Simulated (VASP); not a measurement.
Data:

```xyz
2
Lattice="2.8373 0.0000 0.0000 0.0000 2.8373 0.0000 0.0000 0.0000 2.8373" Properties=species:S:1:pos:R:3 pbc="T T T"
Ga     1.4187     1.4187     1.4187
Co     0.0000     0.0000     0.0000
```

These are PBEsol GGA, VASP's PBE PAW potentials (set 64) (plane waves; VASP) values and carry that method's errors. Run with 480 eV cut-off, 12×12×12 Γ-centred mesh, first-order Methfessel-Paxton smearing of 0.10 eV, potentials Ga_d Co.

Energy and stress use the plane-wave basis of the starting cell.

**Question.** The ions, cell shape and volume at an external pressure of 15.0 GPa are relaxed. Give the cell that the relaxation ends in.

**Answer.** 
```xyz
2
Lattice="2.7804 0.0000 0.0000 0.0000 2.7804 0.0000 0.0000 0.0000 2.7804" Properties=species:S:1:pos:R:3 pbc="T T T"
Ga     1.3902     1.3902     1.3902
Co     0.0000     0.0000     0.0000
```
Space group Pm-3m (221), at a tolerance of 0.03 Å.

**Question.** How do energy and volume change from the first to the last step?

**Answer.** The energy (σ→0) changes by +31.0 meV/atom and the volume by -5.9 %, in 4 ionic steps.

```
step  E(σ→0) (eV)  max force (eV/Å)  pressure (GPa)  volume (Å³)
----  -----------  ----------------  --------------  -----------
1        -11.7746             0.000            0.64        22.84
2        -11.3762             0.000           44.92        19.62
3        -11.7151             0.000           14.61        21.52
4        -11.7125             0.000           14.96        21.50
```

The compound is CoGa in the CsCl type structure. This run relaxes it under an external pressure of 15 GPa. Symmetry was kept, so distortions that lower it aren't found. The run is not spin-polarised, so no magnetic state was tried.
